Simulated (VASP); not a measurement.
Given:

```yaml
crystal:
  lattice:
    - [0.00000, 2.38401, 2.38401]
    - [2.38401, 0.00000, 2.38401]
    - [2.38401, 2.38401, 0.00000]
  atoms:
    - { symbol: Y, position: [0.00000, 0.00000, 0.00000] }
    - { symbol: N, position: [0.50000, 0.50000, 0.50000] }
```

Method: PBE GGA with D4 dispersion, VASP's PBE PAW potentials (set 64) (plane waves; VASP). Numerical set-up: 520 eV cut-off, 9×9×9 Γ-centred mesh, Gaussian smearing of 0.050 eV, potentials Y_sv N.

Give the stress tensor in GPa (positive for a compressed cell).

```
11.67   0.00   0.00
 0.00  11.67   0.00
 0.00   0.00  11.67
```
The pressure is its mean diagonal, 11.67 GPa.

The compound is YN in the rock salt structure. This cell is one point of a volume scan, at 0.94 of the reference volume.
